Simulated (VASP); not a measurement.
OSZICAR of a VASP run on Al$_{12}$W (sg204):

File OSZICAR:
```
       N       E                     dE             d eps       ncg     rms          rms(c)
DAV:   1     0.718700615898E+02    0.71870E+02   -0.18211E+04  1728   0.115E+03
DAV:   2    -0.127830573967E+03   -0.19970E+03   -0.19095E+03  1800   0.226E+02
DAV:   3    -0.139913325561E+03   -0.12083E+02   -0.11642E+02  2016   0.455E+01
DAV:   4    -0.140188456153E+03   -0.27513E+00   -0.27222E+00  1816   0.712E+00
DAV:   5    -0.140193199103E+03   -0.47429E-02   -0.47523E-02  1936   0.110E+00    0.253E+01
DAV:   6    -0.134003077870E+03    0.61901E+01   -0.34445E+00  1944   0.113E+01    0.103E+01
DAV:   7    -0.131600389915E+03    0.24027E+01   -0.18644E+00  1816   0.787E+00    0.304E+00
DAV:   8    -0.133104848482E+03   -0.15045E+01   -0.71467E-01  1720   0.471E+00    0.205E+00
DAV:   9    -0.132515688421E+03    0.58916E+00   -0.70120E-01  1768   0.447E+00    0.162E+00
DAV:  10    -0.133228678131E+03   -0.71299E+00   -0.66446E-01  1680   0.467E+00    0.273E-01
DAV:  11    -0.133099969841E+03    0.12871E+00   -0.37578E-02  1768   0.124E+00    0.221E-01
DAV:  12    -0.133105112806E+03   -0.51430E-02   -0.38029E-03  1960   0.380E-01    0.191E-01
DAV:  13    -0.133095317904E+03    0.97949E-02   -0.11898E-02  1696   0.767E-01    0.167E-01
DAV:  14    -0.133093416657E+03    0.19012E-02   -0.22333E-03  1888   0.295E-01    0.131E-01
DAV:  15    -0.133093887767E+03   -0.47111E-03   -0.29049E-04  1848   0.120E-01    0.117E-01
DAV:  16    -0.133093792279E+03    0.95487E-04   -0.41144E-04  1792   0.118E-01    0.329E-02
DAV:  17    -0.133093808554E+03   -0.16275E-04   -0.61046E-05  1792   0.553E-02    0.127E-02
DAV:  18    -0.133093771356E+03    0.37198E-04   -0.77536E-05  1848   0.387E-02    0.227E-02
DAV:  19    -0.133093800006E+03   -0.28651E-04   -0.24430E-05  1768   0.287E-02    0.832E-03
DAV:  20    -0.133093791588E+03    0.84183E-05   -0.46621E-06  1808   0.143E-02    0.205E-03
DAV:  21    -0.133093790670E+03    0.91834E-06   -0.11591E-06  2080   0.684E-03    0.360E-04
DAV:  22    -0.133093789956E+03    0.71347E-06   -0.84912E-08   968   0.229E-03    0.774E-04
DAV:  23    -0.133093789721E+03    0.23509E-06   -0.11211E-08   888   0.806E-04    0.308E-04
DAV:  24    -0.133093789330E+03    0.39119E-06   -0.62625E-09   888   0.487E-04    0.126E-04
DAV:  25    -0.133093789340E+03   -0.10356E-07   -0.13945E-09   872   0.214E-04
   1 F= -.13309379E+03 E0= -.13309379E+03  d E =0.000000E+00
       N       E                     dE             ncg
       N       E                     dE             ncg
       N       E                     dE             ncg
```

Which electronic solver shows in the log?

It is blocked Davidson (ALGO = Normal, or the opening steps of other solvers). The INCAR had ALGO = Normal.

Can the final energy be trusted as converged?

The run converged. It stopped with EDIFF = 1E-7, NELM = 100 (r2SCAN meta-GGA, plane waves, VASP's PBE PAW potentials (set 64)).

The compound is Al12W in the sg204 structure. It was relaxed first.
